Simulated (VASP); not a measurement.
## AlN: relaxation of shape and atoms at fixed volume with PBE

The system is AlN.

```
Al N
1.0
     3.18904    0.00000    0.00000
    -1.59452    2.76179    0.00000
     0.00000    0.00000    5.11264
Al N
2 2
Direct
  0.33333 0.66667 0.99923
  0.66667 0.33333 0.49923
  0.33333 0.66667 0.38077
  0.66667 0.33333 0.88077
```

The cell isn't the ideal one: a relaxed cell with its volume scaled by 1.06.

* Program: VASP 6.6.1
* Task: relaxation of shape and atoms at fixed volume
* Functional: PBE
* Potentials or basis: VASP PAW PBE potentials, release 64 (Al, N_h)
* Cutoff: 900 eV
* k mesh: 12 × 12 × 6
* Occupations: gaussian, width 0.02 eV
* Spin: no spin polarisation
* Further INCAR settings: ALGO = Fast; EDIFF = 1e-07; IBRION = 2; EDIFFG = -0.002; NSW = 80; ISIF = 4

```json
{
 "Energy gained by relaxing": "0.1 meV/atom",
 "Ionic steps": "5",
 "Pressure after relaxing": "-10.1 GPa",
 "Band gap on the k mesh": "3.58 eV, direct"
}
```

The path:
| step | energy change (eV) | largest force (eV/Å) | pressure (GPa) | volume (Å³) |
| --- | --- | --- | --- | --- |
| 1 | 0.0000 | 0.0193 | -10.13 | 45.03 |
| 2 | -0.0002 | 0.0174 | -10.10 | 45.03 |
| 3 | -0.0002 | 0.0168 | -10.10 | 45.03 |
| 4 | -0.0003 | 0.0050 | -10.09 | 45.03 |
| 5 | -0.0003 | 0.0001 | -10.10 | 45.03 |

Final structure:
```
CELL_PARAMETERS angstrom
3.18581 0.00000 0.00000
-1.59291 2.75899 0.00000
0.00000 0.00000 5.12301
ATOMIC_POSITIONS crystal
Al 0.33333 0.66667 0.99964
Al 0.66667 0.33333 0.49964
N 0.33333 0.66667 0.38036
N 0.66667 0.33333 0.88036
```

Levels at points of the mesh, in eV from the valence-band top:
| k point | band 5 | band 6 | band 7 | band 8 | band 9 | band 10 | band 11 | band 12 |
| --- | --- | --- | --- | --- | --- | --- | --- | --- |
| (0.00, 0.00, 0.00) | -0.78 | -0.16 | -0.16 | 0.00 | 3.58 | 6.08 | 10.01 | 10.67 |
| (0.50, 0.00, 0.00) | -3.15 | -1.94 | -1.65 | -0.64 | 5.60 | 5.63 | 7.57 | 9.76 |
| (0.00, 0.00, 0.50) | -0.48 | -0.48 | -0.48 | -0.48 | 5.86 | 5.86 | 9.73 | 9.73 |
| (0.50, 0.00, 0.50) | -1.36 | -1.36 | -1.29 | -1.29 | 5.06 | 5.06 | 8.81 | 8.81 |

Run time: 83 s on 1 thread of Intel(R) Xeon(R) 6975P-C (Granite Rapids) (shared host), peak memory 0.28 GiB.

Caveat: the cutoff is under 1.25 times the usual one of these potentials, so pressure, stress and relaxed cells hold a basis-set (Pulay) error. A k mesh can miss the band edges.
